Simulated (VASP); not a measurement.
# Ni (Fm-3m) in VASP: elastic constants with PBE

Aim: the elastic constants of Ni with PBE.

All numbers are computed with VASP 6.6.1; they aren't measurements. Logs are shortened: lines on timing, memory, paths and dates and some standing lists are left out, and cuts for length are marked.

### 1 Starting point

The structure is cubic, space group Fm-3m (No. 225). Conventional cell: a = 3.524 Å, b = 3.524 Å, c = 3.524 Å, α = 90.00°, β = 90.00°, γ = 90.00°. Ni (site symmetry m-3m) has 12 Ni at 2.49 Å as nearest neighbours.

### 2 Elastic constants, PBE, collinear spin, ferromagnetic start

POSCAR

```
Ni
1.0
    0.0000000000      1.7619350000      1.7619350000
    1.7619350000      0.0000000000      1.7619350000
    1.7619350000      1.7619350000      0.0000000000
Ni
1
Direct
    0.0000000000      0.0000000000      0.0000000000
```

INCAR.step1

```
ALGO = Normal ; EDIFF = 1E-8
EDIFFG = -0.002 ; ENCUT = 600
GGA = PE ; IBRION = 2
ISIF = 3 ; ISMEAR = 0
ISPIN = 2 ; LASPH = True
LCHARG = False ; LMAXMIX = 4
LORBIT = 11 ; LREAL = False
LWAVE = False ; MAGMOM = 0.8
NELM = 100 ; NSW = 40
PREC = Accurate ; SIGMA = 0.1
```

INCAR.step2

```
ALGO = Normal ; EDIFF = 1E-8
ENCUT = 600 ; GGA = PE
IBRION = 6 ; ISIF = 3
ISMEAR = 0 ; ISPIN = 2
LASPH = True ; LCHARG = False
LMAXMIX = 4 ; LORBIT = 11
LREAL = False ; LWAVE = False
MAGMOM = 0.8 ; NELM = 100
NFREE = 2 ; NSW = 1
POTIM = 0.015 ; PREC = Accurate
SIGMA = 0.1
```

KPOINTS

```
k-points
0
Gamma
  14 14 14
```

Potentials or basis: VASP PAW PBE potentials, release 64 (Ni).

On the command line:

```bash
cat potpaw_PBE.64/Ni/POTCAR > POTCAR
cp INCAR.step1 INCAR
mpirun -np 1 vasp_std > vasp.out
cp CONTCAR POSCAR
cp INCAR.step2 INCAR
mpirun -np 1 vasp_std > vasp.out
```

OUTCAR:

```text
EDIFF = 1E-8
   ENCUT = 600
   GGA = PE
   IBRION = 6
   ISIF = 3
   ISMEAR = 0
   ISPIN = 2
   LASPH = True
   LORBIT = 11
   LREAL = False
   NELM = 100
   NFREE = 2
   NSW = 1
   POTIM = 0.015
   PREC = Accurate

 ion  position               nearest neighbor table
   1  0.000  0.000  0.000-

  LATTYP: Found a face centered cubic cell.
 ALAT       =     3.5165060671

  Lattice vectors:

 A1 = (   0.0000000000,   1.7582530336,   1.7582530336)
 A2 = (   1.7582530336,   0.0000000000,   1.7582530336)
 A3 = (   1.7582530336,   1.7582530336,   0.0000000000)

Analysis of symmetry for initial positions (statically):
=====================================================================
 Subroutine PRICEL returns:
 Original cell was already a primitive cell.

 Routine SETGRP: Setting up the symmetry group for a
 face centered cubic supercell.

 Subroutine GETGRP returns: Found 48 space group operations
 (whereof 48 operations were pure point group operations)
 out of a pool of 48 trial point group operations.

The static configuration has the point symmetry O_h .

Analysis of symmetry for dynamics (positions and initial velocities):
=====================================================================
 Subroutine PRICEL returns:
 Original cell was already a primitive cell.

 Routine SETGRP: Setting up the symmetry group for a
 face centered cubic supercell.

 Subroutine GETGRP returns: Found 48 space group operations
 (whereof 48 operations were pure point group operations)
 out of a pool of 48 trial point group operations.

The dynamic configuration has the point symmetry O_h .

Analysis of structural, dynamic, and magnetic symmetry:
=====================================================================
 Subroutine PRICEL returns:
 Original cell was already a primitive cell.

 Routine SETGRP: Setting up the symmetry group for a
 face centered cubic supercell.

 Subroutine GETGRP returns: Found 48 space group operations
 (whereof 48 operations were pure point group operations)
 out of a pool of 48 trial point group operations.

The overall configuration has the point symmetry O_h .

 Subroutine INISYM returns: Found 48 space group operations
 (whereof 48 operations are pure point group operations),
 and found     1 'primitive' translations

[... 348 lines left out ...]
      8      36.9888      0.00000
      9      36.9888      0.00000
[... 265 lines left out ...]
 k-point    24 :       0.2857    0.1429    0.0000
  band No.  band energies     occupation
      1       3.0264      1.00000
      2       6.3139      1.00000
      3       7.2180      1.00000
      4       7.4731      1.00000
      5       8.1051      1.00000
      6       8.4789      1.00000
      7      24.9236      0.00000
      8      30.4409      0.00000
      9      31.1691      0.00000

 [... further k-points ...]

 spin component 2

 k-point     1 :       0.0000    0.0000    0.0000
  band No.  band energies     occupation
      1       0.3331      1.00000
      2       7.6878      1.00000
      3       7.6878      1.00000
      4       7.6878      1.00000
      5       8.7003      1.00000
      6       8.7003      1.00000
      7      32.9529      0.00000
      8      36.9624      0.00000
      9      36.9624      0.00000
[... 304 lines left out ...]
  FREE ENERGIE OF THE ION-ELECTRON SYSTEM (eV)
  ---------------------------------------------------
  free  energy   TOTEN  =        -5.4714921538 eV

  energy  without entropy=       -5.4614101289  energy(sigma->0) =       -5.46645114

 INTERNAL STRAIN TENSORS FROM STRAINED CELLS
 ============================================

 INTERNAL STRAIN TENSOR FOR ION    1 for displacements in x,y,z  (eV/Angst):
          X           Y           Z          XY          YZ          ZX
  --------------------------------------------------------------------------------
  x     0.00000     0.00000    -0.00000    -0.00000     0.00000    -0.00000
  y    -0.00000     0.00000     0.00000    -0.00000     0.00000     0.00000
  z     0.00000     0.00000     0.00000    -0.00000    -0.00000     0.00000

 INTERNAL STRAIN TENSORS FROM DISPLACED ATOMS
 ============================================

 INTERNAL STRAIN TENSOR FOR ION    1 for displacements in x,y,z  (eV/Angst):
          X           Y           Z          XY          YZ          ZX
  --------------------------------------------------------------------------------
  x     0.00000     0.00000     0.00000     0.00000     0.00000     0.00000
  y     0.00000     0.00000     0.00000     0.00000     0.00000     0.00000
  z     0.00000     0.00000     0.00000     0.00000     0.00000     0.00000

 Eigenvectors and eigenvalues of the dynamical matrix
 ----------------------------------------------------

   1 f  =    0.000000 THz     0.000000 2PiTHz    0.000000 cm-1     0.000000 meV
             X         Y         Z           dx          dy          dz
      0.000000  0.000000  0.000000     1.000000    0.000000    0.000000

   2 f  =    0.000000 THz     0.000000 2PiTHz    0.000000 cm-1     0.000000 meV
             X         Y         Z           dx          dy          dz
      0.000000  0.000000  0.000000     0.000000    1.000000    0.000000

   3 f  =    0.000000 THz     0.000000 2PiTHz    0.000000 cm-1     0.000000 meV
             X         Y         Z           dx          dy          dz
      0.000000  0.000000  0.000000     0.000000    0.000000    1.000000

--------------------------------------------------------------------------------------------------------

 ELASTIC MODULI CONTR FROM IONIC RELAXATION (kBar)
 Direction    XX          YY          ZZ          XY          YZ          ZX
 --------------------------------------------------------------------------------
 XX           0.0000      0.0000      0.0000      0.0000      0.0000      0.0000
 YY           0.0000      0.0000      0.0000      0.0000      0.0000      0.0000
 ZZ           0.0000      0.0000      0.0000      0.0000      0.0000      0.0000
 XY           0.0000      0.0000      0.0000      0.0000      0.0000      0.0000
 YZ           0.0000      0.0000      0.0000      0.0000      0.0000      0.0000
 ZX           0.0000      0.0000      0.0000      0.0000      0.0000      0.0000
 --------------------------------------------------------------------------------

 TOTAL ELASTIC MODULI (kBar)
 Direction    XX          YY          ZZ          XY          YZ          ZX
 --------------------------------------------------------------------------------
 XX        2708.8221   1547.9495   1547.9495     -0.0000     -0.0000      0.0000
 YY        1547.9495   2708.8221   1547.9495     -0.0000     -0.0000      0.0000
 ZZ        1547.9495   1547.9495   2708.8221     -0.0000     -0.0000      0.0000
 XY          -0.0000     -0.0000     -0.0000   1256.9361      0.0000      0.0000
 YZ          -0.0000     -0.0000     -0.0000      0.0000   1256.9361      0.0000
 ZX           0.0000      0.0000      0.0000      0.0000      0.0000   1256.9361
 --------------------------------------------------------------------------------

 total charge

# of ion       s       p       d       tot
------------------------------------------
    1        0.497   0.498   8.316   9.311

 magnetization (x)

# of ion       s       p       d       tot
------------------------------------------
    1       -0.008  -0.026   0.635   0.601
```

OUTCAR.step1:

```text
EDIFF = 1E-8
   EDIFFG = -0.002
   ENCUT = 600
   GGA = PE
   IBRION = 2
   ISIF = 3
   ISMEAR = 0
   ISPIN = 2
   LASPH = True
   LORBIT = 11
   LREAL = False
   NELM = 100
[... 594 lines left out ...]
      8      36.9624      0.00000
      9      36.9624      0.00000
[... 304 lines left out ...]
  FREE ENERGIE OF THE ION-ELECTRON SYSTEM (eV)
  ---------------------------------------------------
  free  energy   TOTEN  =        -5.4715361130 eV

  energy  without entropy=       -5.4614539559  energy(sigma->0) =       -5.46649503

 reached required accuracy - stopping structural energy minimisation

 total charge

# of ion       s       p       d       tot
------------------------------------------
    1        0.497   0.498   8.316   9.311

 magnetization (x)

# of ion       s       p       d       tot
------------------------------------------
    1       -0.008  -0.026   0.635   0.601
```

OSZICAR.step1:

```text
N       E                     dE             d eps       ncg     rms          rms(c)
DAV:   1     0.251157933668E+02    0.25116E+02   -0.53856E+03  3824   0.160E+03
[... 32 lines left out ...]
DAV:   3    -0.547164401618E+01    0.16728E-02   -0.12883E-02  3875   0.182E+00    0.967E-02
DAV:   4    -0.547154585232E+01    0.98164E-04   -0.79878E-05  4439   0.857E-02    0.544E-02
DAV:   5    -0.547153394708E+01    0.11905E-04   -0.28922E-05  4999   0.456E-02    0.120E-02
DAV:   6    -0.547153559930E+01   -0.16522E-05   -0.52610E-07  4792   0.840E-03    0.391E-03
DAV:   7    -0.547153607756E+01   -0.47826E-06   -0.17152E-07  4206   0.718E-03    0.784E-04
DAV:   8    -0.547153611434E+01   -0.36787E-07   -0.37717E-09  1996   0.879E-04    0.471E-04
DAV:   9    -0.547153611296E+01    0.13865E-08   -0.95336E-10  1884   0.351E-04
   3 F= -.54715361E+01 E0= -.54664950E+01  d E =-.253800E-03  mag=     0.5883
```

Run time: 18 min. Hardware: 1 thread of Intel Xeon Platinum 8488C (Sapphire Rapids), shared host; peak memory 0.44 GiB.

Results:

```
Relaxed volume                                        : 10.87 Å³/atom
Relaxed cell                                          : a = 2.487 Å, b = 2.487 Å, c = 2.487 Å, α = 60.00°, β = 60.00°, γ = 60.00°
Space group after relaxing (to 0.05 Å)                : Fm-3m (No. 225)
Net moment                                            : 0.59 μB per cell
Site moments                                          : Ni +0.60 μB
Valence electrons inside the program's atomic spheres : Ni 9.31
Elastic constants C11, C12, C44                       : 271, 155, 126 GPa
Voigt bulk modulus                                    : 193 GPa
```

Step by step:
| step | energy change (eV) | largest force (eV/Å) | pressure (GPa) | volume (Å³) |
| --- | --- | --- | --- | --- |
| 1 | 0.0000 | 0.0000 | -1.17 | 10.94 |
| 2 | -0.0001 | 0.0000 | 1.07 | 10.81 |
| 3 | -0.0003 | 0.0000 | 0.02 | 10.87 |

Final structure:
```
Ni
1.0
     0.00000    1.75825    1.75825
     1.75825    0.00000    1.75825
     1.75825    1.75825    0.00000
Ni
1
Direct
  0.00000 0.00000 0.00000
```

Elastic tensor in Voigt notation (GPa, in the Cartesian axes of the cell as first typed):
```
271 155 155   0   0   0
155 271 155   0   0   0
155 155 271   0   0   0
  0   0   0 126   0   0
  0   0   0   0 126   0
  0   0   0   0   0 126
```

Clamped-ion elastic tensor (GPa):
```
271 155 155   0   0   0
155 271 155   0   0   0
155 155 271   0   0   0
  0   0   0 126   0   0
  0   0   0   0 126   0
  0   0   0   0   0 126
```
